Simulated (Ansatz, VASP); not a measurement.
**Si2WN4 (WSi2N4 bilayer, AB): VASP beside Ansatz**

Aim: how closely do two programs agree when they are given the same cell, functional and k mesh? The structure shown is the start of the Ansatz relaxation below; VASP solves that cell, so the two are compared at the walk's first step.

Calculated with Ansatz 0.2.0; plane waves, with VASP 6.6.1 beside it; single point at PBE with D3(BJ).

## 1. Set-up

The cell holds 14 atoms: 8 N, 4 Si and 2 W. Its edges and angles: a = 2.920 Å, b = 2.920 Å, c = 65.802 Å, α = 90.0°, β = 90.0°, γ = 120.0°. Vacuum lies along c.

As a file:

```
N Si W
1.0
     2.92000    0.00000    0.00000
    -1.46000    2.52879    0.00000
     0.00000    0.00000   65.80204
N Si W
8 4 2
Direct
  0.00000 0.00000 0.36777
  0.33333 0.66667 0.40150
  0.33333 0.66667 0.44196
  0.00000 0.00000 0.47568
  0.33333 0.66667 0.52432
  0.66667 0.33333 0.55804
  0.66667 0.33333 0.59850
  0.33333 0.66667 0.63223
  0.33333 0.66667 0.37490
  0.33333 0.66667 0.46855
  0.66667 0.33333 0.53145
  0.66667 0.33333 0.62510
  0.00000 0.00000 0.42173
  0.33333 0.66667 0.57827
```

## 2. Ansatz: relaxation, PBE with D3(BJ)

Ansatz runs on its default PAW (the set named soft_2) files.

The two programs are compared at the cell with which this relaxation starts, whose forces are those of its first step.

File input.yaml:

```yaml
crystal:
  lattice:
    - [2.92, 0.0, 0.0]
    - [-1.46, 2.5287941791, 0.0]
    - [0.0, 0.0, 65.8020441666]
  atoms:
    - { symbol: "N", position: [0.0, 0.0, 0.3677697297] }
    - { symbol: Si, position: [0.3333333333, 0.6666666667, 0.3749037373] }
    - { symbol: "N", position: [0.3333333333, 0.6666666667, 0.4014986558] }
    - { symbol: W, position: [0.0, 0.0, 0.4217271879] }
    - { symbol: "N", position: [0.3333333333, 0.6666666667, 0.4419557199] }
    - { symbol: Si, position: [0.3333333333, 0.6666666667, 0.4685506384] }
    - { symbol: "N", position: [0.0, 0.0, 0.475684646] }
    - { symbol: "N", position: [0.3333333333, 0.6666666667, 0.524315354] }
    - { symbol: Si, position: [0.6666666667, 0.3333333333, 0.5314493616] }
    - { symbol: "N", position: [0.6666666667, 0.3333333333, 0.5580442801] }
    - { symbol: W, position: [0.3333333333, 0.6666666667, 0.5782728121] }
    - { symbol: "N", position: [0.6666666667, 0.3333333333, 0.5985013442] }
    - { symbol: Si, position: [0.6666666667, 0.3333333333, 0.6250962627] }
    - { symbol: "N", position: [0.3333333333, 0.6666666667, 0.6322302703] }
  periodic: [true, true, false]
kpoints:
  mp_grid: { grid: [12, 12, 1] }
hamiltonian:
  xc: pbe
  dispersion: d3bj
scf:
  occupations: { method: fermi_dirac, width: 0.05 }
  convergence: { dr2_threshold: 1.0e-09 }
relax:
  f_tol: 0.004
  max_steps: 90
  cell: {}
output:
  write_potential: true
  write_density: true
  volumetric_format: npy
```

On the command line:

```
> ansatz run input.yaml --threads 4 --pin off --max-ram 8192MiB --backend cpu --events-out ev --progress --plain --runs-dir out
```

Numbers of over 12 decimals in the logs are rounded to 6 here.

What it wrote:

```text
Warning: relax.cell: scf.convergence.dr2_threshold = 1e-9 eV is looser than the 1.86449881427e-10 eV advised for a relaxation that steers and ends on the stress (1e-10 eV for each atom of the cell: 14, times the square of relax.cell.stress_2d_tol = 0.05 N/m over 27.4 Å (the atoms' height at the walk's start and 5 Å past either face), 1.825e-2 GPa, over a crystal's default 0.05). What an SCF threshold leaves in a stress goes as its square root, and in the free energy as the threshold itself, and one threshold admits the most on a small cell: [figures from the program's tests cut] Set scf.convergence.dr2_threshold to 1.86449881427e-10 eV or tighter. [rest of the remark cut]
Engine: ansatz 0.2.0, x86_64-unknown-linux-gnu
Pseudopotentials: kind: paw
Pseudopotential: N, paw, valence charge 5, recommended cutoff 420 eV (normal), N.paw.azcp
Pseudopotential: Si, paw, valence charge 4, recommended cutoff 420 eV (normal), Si.paw.azcp
Pseudopotential: W, paw, valence charge 14, recommended cutoff 420 eV (normal), W.paw.azcp
Functional definition: PBE
  parameter kappa = 0.804
  parameter beta = 0.066725
  exchange = pbe_x(kappa = kappa, mu = beta*pi^2/3)
  correlation = pbe_c(beta = beta)
Crystal: 14 atoms, lattice volume = 485.887 Å³
Basis set: ecut = 420 eV, 9399 PW (Γ), exchange–correlation on 40×40×900 points (8 copies of the dense FFT grid, shifted against one another)
Bands: 56, of which v1, the nominal top of the filled ones, is band 42 counted from 1 (41 counted from 0)
Symmetry: 6 space group operations
Space group: P3m1 (ITA 156), of the structure as read, at distance tolerance 7.9e-5 Å
k-points: 19 of 144 (time reversal used)
Non-local potential: N, projectors of the file, l = 0: 2, l = 1: 2, l = 2: 1
Non-local potential: Si, projectors of the file, l = 0: 2, l = 1: 2, l = 2: 2
Non-local potential: W, projectors of the file, l = 0: 3, l = 1: 2, l = 2: 2, l = 3: 1
PAW form: soft (Blöchl's): semilocal exchange-correlation on the pseudo side does not see the compensation charge
PAW one-centre angular grid: N, 110 points (default); XC on 64 Gauss nodes
PAW one-centre angular grid: Si, 110 points (default); XC on 64 Gauss nodes
PAW one-centre angular grid: W, 590 points (default); XC on 64 Gauss nodes
Initial density: superposition of atomic densities (neutral atoms: chi_scale 0, normalization atom), corrected by the library's trained network
Initial wavefunctions: pseudopotential atomic-orbital guess
Functional: x = pbe(κ = 0.804, μ = 0.219515), c = pbe(β = 0.066725)
SCF iter   1: F=—  HF=-26400.969261 eV  |F-HF|=—  |Δ(HF+E_count)|=         —  Δρ=3.19e-3  dr2=2.35e-2  ethr=1.77e-3  ⟨swp⟩=13.6  Hψ=8464  notcnv=0  defer=37
preconditioner: auto → Resta (q_TF=auto, 2.036 Å⁻¹)  ε∞=2.4  [insulator: Δε(μ)=2.495 eV  Ē_g=11.942 eV  σ=0.050 eV  W_gap=1.00  n_scr=42 (ndim 8)  ℏωp=13.9 eV  f_vac=0.684  D(μ)=0.00/eV (n_scr^D=0)  ε∞_Penn≈2.4  vacuum switching on, ρ_ref=1.0e-2 e/Å³]
SCF iter   2: F=—  HF=-26400.976602 eV  |F-HF|=—  |Δ(HF+E_count)|=   7.34e-3  Δρ=1.71e-3  dr2=9.87e-3  ethr=2.79e-5  ⟨swp⟩=3.9  Hψ=3032  notcnv=0  defer=149
SCF iter   3: F=—  HF=-26400.980174 eV  |F-HF|=—  |Δ(HF+E_count)|=   3.57e-3  Δρ=1.05e-3  dr2=1.38e-2  ethr=1.18e-5  ⟨swp⟩=3.2  Hψ=2081  notcnv=0  defer=149
SCF iter   4: F=—  HF=-26400.979857 eV  |F-HF|=—  |Δ(HF+E_count)|=   3.16e-4  Δρ=2.30e-4  dr2=6.04e-4  ethr=1.18e-5  ⟨swp⟩=2.3  Hψ=1380  notcnv=0  defer=149
SCF iter   5: F=—  HF=-26400.979935 eV  |F-HF|=—  |Δ(HF+E_count)|=   7.80e-5  Δρ=1.08e-4  dr2=5.36e-5  ethr=7.19e-7  ⟨swp⟩=3.5  Hψ=2178  notcnv=0  defer=149
SCF iter   6: F=—  HF=-26400.980029 eV  |F-HF|=—  |Δ(HF+E_count)|=   9.34e-5  Δρ=5.60e-5  dr2=1.72e-5  ethr=6.38e-8  ⟨swp⟩=3.3  Hψ=2086  notcnv=0  defer=149
SCF iter   7: F=—  HF=-26400.980033 eV  |F-HF|=—  |Δ(HF+E_count)|=   4.22e-6  Δρ=2.04e-5  dr2=4.78e-6  ethr=2.05e-8  ⟨swp⟩=3.4  Hψ=2080  notcnv=0  defer=149
SCF iter   8: F=—  HF=-26400.980114 eV  |F-HF|=—  |Δ(HF+E_count)|=   8.13e-5  Δρ=1.03e-5  dr2=1.12e-6  ethr=5.69e-9  ⟨swp⟩=3.0  Hψ=1751  notcnv=0  defer=154
SCF iter   9: F=—  HF=-26400.980114 eV  |F-HF|=—  |Δ(HF+E_count)|=   3.12e-8  Δρ=5.41e-6  dr2=1.86e-7  ethr=1.33e-9  ⟨swp⟩=3.2  Hψ=1857  notcnv=0  defer=154
SCF iter  10: F=—  HF=-26400.980114 eV  |F-HF|=—  |Δ(HF+E_count)|=   1.15e-7  Δρ=2.11e-6  dr2=1.60e-8  ethr=2.21e-10  ⟨swp⟩=3.2  Hψ=1961  notcnv=0  defer=154
[...]
basis re-selected at this cell: Δ(F+E_penalty+E_count) = +1.407e-4 eV, ΔP = -0.002 N/m vs the last step (what re-selecting the basis moved, of the pressure what is left beyond the Pulay correction that the steps carried, after the strain that the cell walked since its last selection, with what the two solves' SCF thresholds leave and, on support functions, any second-order correction that the steps lacked; it is no m [...]
WARN: The output density's exchange-correlation potential varies sharply where the density is thin. Do not read a vacuum level from v_tot or v_xc, or from such a field of the output density. On a cell that repeats whose density bears no net charge and no dipole along the vacuum's axis use v_es (v_loc + v_h of the components); under efield.dipole_correction with no amplitude use v_es + v_field, which holds any externa [...]
SCF converged after 5 iterations
Free energy (F): -26401.414080 eV
Harris-Foulkes:  -26401.414080 eV  (|F-HF|=6.44e-10)
Internal energy: -26401.414080 eV  (E = F + TS)
E sigma→0 (E₀):  -26401.414080 eV
Fermi energy:    -4.147138 eV
--- Per-component energies (eV) ---
  E_band       = -1724.878679
  E_kinetic    = 2153.974185
  E_local      = -898953.820914  (includes V_loc(G=0)·N_el)
  E_nonlocal   = 459.516142
  E_hartree    = 448161.549316
  E_xc         = -1247.532123
  E_vxc        = -1292.115518  (∫ρ·V_xc dr)
  E_paw        = -20196.658067  (= ΣΔE_a)
  E_vpaw       = -415.528367  (= ΣTr[D̂ρ^β])
  E_aug_tail   = 0.000708  (compensation charges beyond the density's cutoff)
  E_ewald      = 443225.511213
  E_disp       = -3.954541  (pairwise vdW)
  E_smearing   = -0.000000  (= −TS)
  E_closure    = -0.000000  (closes the sum)
  Σ components = -26401.414080   (vs F -26401.414080, Δ=0.00e0)
--- Forces (eV/Å), atoms counted from 1 ---
  atom   1  N     -0.00000000     0.00000000     0.00002625
  atom   2  Si     0.00000000    -0.00000000     0.00011591
  atom   3  N      0.00000000     0.00000000    -0.00038423
  atom   4  W     -0.00000000     0.00000000     0.00002012
  atom   5  N      0.00000000     0.00000000     0.00029534
  atom   6  Si     0.00000000    -0.00000000    -0.00011787
  atom   7  N     -0.00000000     0.00000000    -0.00015296
  atom   8  N      0.00000000     0.00000000     0.00017228
  atom   9  Si    -0.00000000    -0.00000000     0.00010253
  atom  10  N      0.00000000     0.00000000    -0.00029093
  atom  11  W     -0.00000000     0.00000000    -0.00003308
  atom  12  N     -0.00000000     0.00000000     0.00037896
  atom  13  Si     0.00000000    -0.00000000    -0.00010660
  atom  14  N      0.00000000     0.00000000    -0.00002862
  max |Σ_I F_I| component: 2.89e-6 eV/Å
--- 2D stress c σ (N/m, compression-positive) ---
       -0.008156       0.000000      -0.000000
       -0.000000      -0.008156      -0.000000
       -0.000000      -0.000000      -0.000000
  P = ½ c Tr σ = -0.0082 N/m
--- Band table (eV; the first three rows and the last of 19) ---
  k-point 0: bands = [... 38 lower, -7.7480, -7.5513, -5.4193, -5.2436, -2.3013, -2.3013, -2.1505, -2.1505, ... 10 higher]
  k-point 1: bands = [... 38 lower, -7.7165, -7.4608, -5.5033, -5.3440, -2.5119, -2.3502, -2.3022, -2.1513, ... 10 higher]
  k-point 2: bands = [... 38 lower, -7.7892, -7.5300, -5.9074, -5.7564, -2.6027, -2.4263, -2.2728, -2.1217, ... 10 higher]
  k-point 18: bands = [... 38 lower, -7.0486, -6.8995, -5.7268, -5.5766, -2.9528, -2.8007, -1.9488, -1.8189, ... 10 higher]
  ° read free of the cell's end (the report's vacuum.weakly_bound_levels)
--- Relaxed structure (8 steps of the walk, 8 accepted, 2 SCFs on fresh bases) ---
  F+E_penalty+E_count = -26401.41408005 eV   max|allowed force component| = 3.840e-4 eV/Å   (the final SCF, on the basis selected at the relaxed cell)
  cell:  # Å, volume = 475.7753 Å³
    - [2.889455, 0, 0]
    - [-1.444727, 2.502341, 0]
    - [0, 0, 65.8020441666]
  atoms:
    - { symbol: N, position: [5.009797033256197e-17, -7.55253754890842e-19, 0.370471] }
    - { symbol: Si, position: [0.333333, 0.666667, 0.378421] }
    - { symbol: N, position: [0.333333, 0.666667, 0.405039] }
    - { symbol: W, position: [4.956455511786447e-17, -7.552537548908371e-19, 0.424244] }
    - { symbol: N, position: [0.333333, 0.666667, 0.443443] }
    - { symbol: Si, position: [0.333333, 0.666667, 0.470046] }
    - { symbol: N, position: [4.873020809186791e-17, -7.552537548908229e-19, 0.477912] }
    - { symbol: N, position: [0.333333, 0.666667, 0.522073] }
    - { symbol: Si, position: [0.666667, 0.333333, 0.529959] }
    - { symbol: N, position: [0.666667, 0.333333, 0.556561] }
    - { symbol: W, position: [0.333333, 0.666667, 0.575757] }
    - { symbol: N, position: [0.666667, 0.333333, 0.594963] }
    - { symbol: Si, position: [0.666667, 0.333333, 0.621581] }
    - { symbol: N, position: [0.333333, 0.666667, 0.629531] }
```

Reading the cycles: dr2 is the Hartree energy of the density residual (eV), the measure of convergence; HF is the Harris–Foulkes estimate of the energy, which meets the free energy F at convergence.

(Part 1 of 2 ends here.)

[Lines on the potential files, build, host, timing and source positions are cut from VASP's logs without a mark.]

[Logs are printed without paths, hosts, clocks, repeated set-up lines and the standing remarks that a program may print on its own settings, such as how far it seeks lower states.]

[Hosts, paths, dates, database ids (printed as entryN), source tags and the programs' standing remarks are cut or masked in the printed files.]
